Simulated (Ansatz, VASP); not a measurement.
## One calculation of Li3OF, two programs

The input INCAR:

```
  PREC = Accurate
  ENCUT = 520
  EDIFF = 1E-6
  ISMEAR = 0
  SIGMA = 0.05
  LREAL = False
  LASPH = True
  NELM = 80
  ALGO = Normal
  ISIF = 2
  LWAVE = False
  LCHARG = False
  GGA = PE
  NBANDS = 19
```

File KPOINTS:

```
regular mesh
0
Gamma
  6 6 6
```

POSCAR

```
Li3OF
1.0
    3.6687517889      0.0000000000      0.0000000000
    0.0000000000      3.6687517889      0.0000000000
    0.0000000000      0.0000000000      3.6687517889
F O Li
1 1 3
Direct
    0.0000000000      0.0000000000      0.0000000000
    0.5000000000      0.5000000000      0.5000000000
    0.5000000000      0.5000000000      0.0000000000
    0.5000000000      0.0000000000      0.5000000000
    0.0000000000      0.5000000000      0.5000000000
```

Input for Ansatz:

```yaml
crystal:
  lattice:
    - [3.6687517889, 0.0, 0.0]
    - [0.0, 3.6687517889, 0.0]
    - [0.0, 0.0, 3.6687517889]
  atoms:
    - { symbol: F, position: [0.0, 0.0, 0.0] }
    - { symbol: O, position: [0.5, 0.5, 0.5] }
    - { symbol: Li, position: [0.5, 0.5, 0.0] }
    - { symbol: Li, position: [0.5, 0.0, 0.5] }
    - { symbol: Li, position: [0.0, 0.5, 0.5] }
basis:
  ecutwfc: 420
kpoints:
  mp_grid: { grid: [6, 6, 6] }
hamiltonian:
  xc: pbe
scf:
  occupations: { method: gaussian, width: 0.05 }
output:
  forces: true
  stress: true
  eigenvalues: true
```

The cell comes from a database or a generator and needn't be the stable form of this composition.

Alike in both runs: task single point; functional PBE; k mesh 6 × 6 × 6; occupations gaussian, width 0.05 eV; no spin polarisation.

|  | VASP | Ansatz |
| --- | --- | --- |
| version | VASP 6.6.1 | Ansatz 0.2.0 |
| potentials or method | VASP PAW PBE potentials, release 64 (F, O, Li_sv) | scalar-relativistic, plane waves, PAW |
| plane-wave cutoff (eV) | 520 | 420 |
| valence electrons in the cell | 22 | 22 |

|  | VASP | Ansatz | Ansatz less VASP |
| --- | --- | --- | --- |
| gap on the k mesh at the Fermi level (eV) | 4.85 | 4.85 | +0.001 |
| least direct gap on the mesh (eV) | 5.49 | 5.49 | +0.003 |

 A k mesh can miss the band edges. As with any semilocal functional, this PBE gap is likely too small.
